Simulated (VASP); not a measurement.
The input files of a VASP run:

**POSCAR**
```
PtS2
1.0
  1.7895661659  -3.0996195956   0.0000000000
  1.7895661659   3.0996195956   0.0000000000
  0.0000000000   0.0000000000   4.7215439938
Pt S
1 2
Cart
  0.0000000000   0.0000000000   0.0000000000
  1.7895661659   1.0332085983   1.2017415476
  1.7895661659  -1.0332085983   3.5198024462
```

INCAR:
```
SYSTEM = PtS2
PREC = Accurate; ENCUT = 520; LREAL = F
LASPH = T
EDIFF = 1E-6; NELM = 100; ALGO = Normal
LMAXMIX = 6
ISMEAR = 0; SIGMA = 0.05
GGA = PE; IVDW = 12
IBRION = 2; NSW = 60; ISIF = 3
EDIFFG = -0.02
LWAVE = F; LCHARG = F
```

**KPOINTS**
```
K-points
0
G
 7 7 4
```

POTCAR, in this order: Pt S (PBE.64 set). Program: vasp_std.

**Question.** Translate this PBE-D3(BJ) calculation to Quantum ESPRESSO's pw.x.

**Answer.** One equivalent input (not run):
```
&CONTROL
  calculation = 'vc-relax'
  pseudo_dir = './pseudo'
  outdir = './out'
  tprnfor = .true.
  tstress = .true.
  nstep = 60
  forc_conv_thr = 0.00078
/
&SYSTEM
  ibrav = 0
  nat = 3
  ntyp = 2
  ecutwfc = 84
  occupations = 'smearing'
  smearing = 'gaussian'
  degauss = 0.003675
  input_dft = 'pbe'
  vdw_corr = 'grimme-d3'
  dftd3_version = 4
  dftd3_threebody = .false.
/
&ELECTRONS
  conv_thr = 7.3e-08
  electron_maxstep = 100
/
&IONS
/
&CELL
/
ATOMIC_SPECIES
  Pt 195.084 Pt.upf
  S 32.060 S.upf
CELL_PARAMETERS angstrom
     1.7895662   -3.0996196   -0.0000000
     1.7895662    3.0996196    0.0000000
    -0.0000000   -0.0000000    4.7215440
ATOMIC_POSITIONS crystal
  Pt   0.0000000  0.0000000  0.0000000
  S    0.3333330  0.6666670  0.2545230
  S    0.6666670  0.3333330  0.7454770
K_POINTS automatic
  7 7 4 0 0 0
```
Limits of the translation: the potentials are each code's own (VASP's PAW set, PseudoDojo norm-conserving files in pw.x), so ENCUT and ecutwfc are chosen apart and not converted; conv_thr bounds pw.x's estimated SCF error, while EDIFF bounds the energy change between steps; forc_conv_thr acts on force components and is met together with etot_conv_thr.

The compound is PtS2 in the 1T layered structure. This run relaxes it. Symmetry was kept, so distortions that lower it aren't found. The k-mesh is coarse (spacing up to 0.34 per Å, 2π included), so the numbers may not be converged in it. The start is the result of an earlier pass.
